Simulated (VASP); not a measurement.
Consider the following.

```xyz
4
Lattice="0.0000 2.7815 2.7815 2.7815 0.0000 2.7815 2.7815 2.7815 0.0000" Properties=species:S:1:pos:R:3 pbc="T T T"
Fe     2.7815     2.7815     2.7815
Fe     1.3907     1.3907     1.3907
Fe     4.1722     4.1722     4.1722
Ge     0.0000     0.0000     0.0000
```

Method: LDA (Ceperley-Alder, Perdew-Zunger) with spin-orbit coupling, VASP's LDA PAW potentials (set 64) (plane waves; VASP 6.6.1). Numerical set-up: 400 eV cut-off, 9×9×9 Γ-centred mesh, Gaussian smearing of 0.050 eV, potentials Fe Ge_d.

The run has a spin-polarised start.

Give the energies of bands 31 to 44 at the high-symmetry points, in eV from the Fermi level.

| band | Γ | X | U | L | W |
|---|---|---|---|---|---|
| 31 | -0.48 | -1.34 | -1.58 | -1.44 | -1.27 |
| 32 | -0.45 | -1.34 | -1.31 | -1.12 | -1.14 |
| 33 | -0.42 | -0.89 | -1.15 | -1.12 | -1.12 |
| 34 | -0.09 | -0.64 | -0.99 | -0.73 | -1.04 |
| 35 | -0.09 | -0.59 | -0.81 | -0.67 | -0.77 |
| 36 | 0.51 | -0.57 | -0.60 | -0.65 | -0.71 |
| 37 | 0.53 | -0.42 | -0.24 | -0.61 | -0.71 |
| 38 | 0.56 | -0.21 | -0.18 | -0.59 | -0.14 |
| 39 | 1.06 | -0.21 | -0.09 | -0.28 | 0.13 |
| 40 | 1.06 | -0.12 | 0.34 | 0.81 | 0.33 |
| 41 | 1.15 | 0.32 | 0.45 | 0.82 | 0.33 |
| 42 | 1.15 | 0.40 | 0.48 | 0.93 | 0.48 |
| 43 | 2.95 | 0.68 | 0.61 | 0.94 | 0.64 |
| 44 | 3.21 | 0.71 | 0.93 | 1.15 | 0.71 |

It has no gap at this level: it comes out as a metal or semimetal.

The structure comes from a computed database's Fe3Ge entry (Fm-3m); how it stands against other phases isn't given here. It was relaxed first, which changed the volume by -9 %.
